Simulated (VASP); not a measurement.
Given:

```yaml
crystal:
  lattice:
    - [3.92711, 0.00000, 0.00000]
    - [0.00000, 3.92711, 0.00000]
    - [0.00000, 0.00000, 3.92711]
  atoms:
    - { symbol: Ti, position: [0.00000, 0.00000, 0.00000] }
    - { symbol: Pt, position: [0.00000, 0.50000, 0.50000] }
    - { symbol: Pt, position: [0.50000, 0.00000, 0.50000] }
    - { symbol: Pt, position: [0.50000, 0.50000, 0.00000] }
```

The numbers are results of optB86b-vdW, VASP's PBE PAW potentials (set 64) (plane waves; VASP), not measurements. Numerical set-up: 520 eV cut-off, 8×8×8 Γ-centred mesh, first-order Methfessel-Paxton smearing of 0.10 eV, potentials Ti_sv Pt.

Task: Give the energy at these volumes per atom, relative to the lowest: 14.23, 14.68, 15.14, 15.59, 16.05 Å³.

Result: 48.4, 11.5, 0.0, 9.8, 37.4 meV/atom. A third-order Birch-Murnaghan fit gives B0 = 249 GPa and B0′ = 5.0.

Measured: a 3.916 Å (computed value off by +0.3 %), as given by Molecular Dynamics Simulations of PtTi High-Temperature Shape Memory Alloys Based on a Modified Embedded-Atom Method …. The calculation is for a static lattice, while the measured a holds thermal and zero-point effects, which are part of the difference.

The compound is Pt3Ti in the L1_2 structure. It was relaxed first.
